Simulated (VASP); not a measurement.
All values below come from PW91 GGA, VASP's PBE PAW potentials (set 64) (plane waves; VASP 6.6.1).

VASP ran on this input.

File KPOINTS:
```
Automatic mesh
0
Gamma
10 10 10
0 0 0
```

File POSCAR:
```
PdIn
1.0
  3.2110240000   0.0000000000   0.0000000000
  0.0000000000   3.3210570000   0.0000000000
  0.0000000000   0.0000000000   3.2532660000
In Pd
1 1
Cart
  1.6055120000   1.6605285000   1.6266330000
  0.0685393073   0.0000000000   0.0000000000
```

### INCAR
```
# general
SYSTEM  = PdIn
PREC    = Accurate
ENCUT   = 400
LREAL   = .False.
LASPH   = .True.   # aspherical one-centre terms

# electronic loop
EDIFF   = 1E-6
NELM    = 100
ALGO    = Normal
LMAXMIX = 4

# smearing
ISMEAR  = 1   # Methfessel-Paxton
SIGMA   = 0.1   # width (eV)

# functional
GGA     = 91   # PW91

# ions
ISIF    = 2   # forces and stress, cell fixed

# output
LWAVE   = .False.
LCHARG  = .False.
```

POTCAR, in this order: In_d Pd (PBE.64 set). Program: vasp_std.

Q: What will the output report for the number of irreducible k-points (NKPTS), number of bands (NBANDS), largest plane-wave count, number of space-group operations, FFT grid (NGX, NGY, NGZ)?

A: 
The number of irreducible k-points (NKPTS) is 216, the number of bands (NBANDS) comes out as 15 and the largest plane-wave count comes out as 653. The number of space-group operations is 4. The FFT grid (NGX, NGY, NGZ) comes out as 24 × 24 × 24.

The compound is PdIn in the CsCl type structure. The cell was not relaxed at this level, atoms are displaced from their ideal sites. The run is one of a series of settings (GGA = 91 against the base run), some of them coarse on purpose. The electron count is odd and the run is not spin-polarised, which forces a metal.
